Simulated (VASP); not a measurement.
**MgS (relaxed from the zinc blende structure, space group F-43m): computed properties**

All values below come from PBEsol GGA, VASP's PBE PAW potentials (set 64) (plane waves; VASP).

```json
{
  "space_group": "F-43m (216)",
  "cell": "a = b = c = 5.649 Å, α = β = γ = 90.00°",
  "volume_per_atom": "22.54 Å³/atom",
  "band gap (over mesh and band path)": "3.33 eV",
  "smallest direct gap (over mesh and band path)": "3.33 eV",
  "band_edge_character": "direct, Γ to Γ",
  "density": "2.08 g/cm³"
}
```

Space group F-43m (No. 216); a = b = c = 5.649 Å, α = β = γ = 90.00°

```
atom  site  symmetry       x       y       z
----  ----  --------  ------  ------  ------
Mg      4a      -43m  0.0000  0.0000  0.0000
S       4d      -43m  0.7500  0.7500  0.7500
```
(The calculation used a cell of 2 atoms; values per cell refer to that cell.)

The structure was generated: MgS was put into the zinc blende type (F-43m), which need not be its known phase. It was relaxed first. Symmetry was kept, so distortions that lower it aren't found.
